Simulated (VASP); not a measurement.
VASP ran on this input.

**INCAR**
```
! general
SYSTEM  = Fe
PREC    = Accurate
ENCUT   = 520   ! plane-wave cut-off (eV)
LREAL   = .FALSE.   ! projection in real space or not
LASPH   = .TRUE.

! electronic loop
EDIFF   = 1E-6   ! SCF stop (eV)
NELM    = 100   ! most electronic steps
ALGO    = Normal
LMAXMIX = 4   ! l cut-off of mixed one-centre charges

! smearing
ISMEAR  = 1   ! Methfessel-Paxton
SIGMA   = 0.1

! functional
GGA     = PE
IVDW    = 12

! spin
ISPIN   = 2   ! spin-polarised
MAGMOM  = 2.1

! ions
IBRION  = 2
NSW     = 60   ! most ionic steps
ISIF    = 3
EDIFFG  = -0.01   ! ionic stop

! output
LWAVE   = .FALSE.
LCHARG  = .FALSE.
LORBIT  = 10
```

### POSCAR
```
Fe
1
   -1.4020750927     1.4020750927     1.4020750927
    1.4020750927    -1.4020750927     1.4020750927
    1.4020750927     1.4020750927    -1.4020750927
Fe
1
Direct
  0.0000000000   0.0000000000   0.0000000000
```

### KPOINTS
```
Automatic mesh
0
Gamma
16 16 16
0 0 0
```

POTCAR, in this order: Fe (PBE.64 set). Program: vasp_std.

Q: Write an equivalent input for Ansatz.

A: One equivalent input (not run):
Ansatz 0.2 input:
```yaml
crystal:
  lattice:
    - [-1.4020751, 1.4020751, 1.4020751]
    - [1.4020751, -1.4020751, 1.4020751]
    - [1.4020751, 1.4020751, -1.4020751]
  atoms:
    - { symbol: Fe, position: [0.0000000, 0.0000000, 0.0000000], spin: 2.1 }
kpoints:
  mp_grid: { grid: [16, 16, 16] }
hamiltonian:
  xc: pbe
  dispersion: d3bj
  pseudopotentials: { kind: paw }
magnetization: { spin_polarized: true }
scf:
  occupations: { method: methfessel_paxton, width: 0.1 }
  max_iter: 100
relax:
  max_steps: 60
  f_tol: 0.01
  cell: {}
output: { forces: true, stress: true, eigenvalues: true }
```
What does not carry over: each code has its own PAW files, so the cut-off isn't converted (ENCUT is set for VASP's; basis.ecutwfc is left out, and Ansatz then takes the one that its files recommend); Ansatz stops its SCF on the density residual and VASP on the energy change (EDIFF).

The compound is Fe in the bcc structure. This run relaxes it. Symmetry was kept, so distortions that lower it aren't found. The start is the result of an earlier pass.
